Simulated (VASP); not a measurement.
Given:

```
Ni
1.0
    0.00000     1.76000     1.76000
    1.76000     0.00000     1.76000
    1.76000     1.76000     0.00000
Ni
1
Direct
  0.00000   0.00000   0.00000
```
Starting moments (μB, in the order of the record's atoms Ni): 0.8.

Method: TPSS meta-GGA, VASP's PBE PAW potentials (set 64) (plane waves; VASP). Numerical set-up: 520 eV cut-off, 16×16×16 Γ-centred mesh, first-order Methfessel-Paxton smearing of 0.10 eV, potentials Ni.

Energy and stress use the plane-wave basis of the starting cell.

Question: The ions, cell shape and volume are relaxed. What does this cell relax into?

Answer: 
```
Ni
1.0
    0.00000     1.73748     1.73748
    1.73748     0.00000     1.73748
    1.73748     1.73748     0.00000
Ni
1
Direct
  0.00000   0.00000   0.00000
```
Space group Fm-3m (225), at a tolerance of 0.03 Å. The cell ends with 0.60 μB, on the sites 0.60 μB.

Question: How do energy and volume change from the first to the last step?

Answer: The energy (σ→0) changes by -10.7 meV/atom and the volume by -3.8 %, in 3 ionic steps.

```tsv
step	E(σ→0) (eV)	max force (eV/Å)	pressure (GPa)	volume (Å³)
1	-13.2936	0.000	-8.21	10.90
2	-13.2904	0.000	10.61	10.05
3	-13.3043	0.000	-0.14	10.49
```

The compound is Ni in the fcc structure. This run relaxes it. Symmetry was kept, so distortions that lower it aren't found.
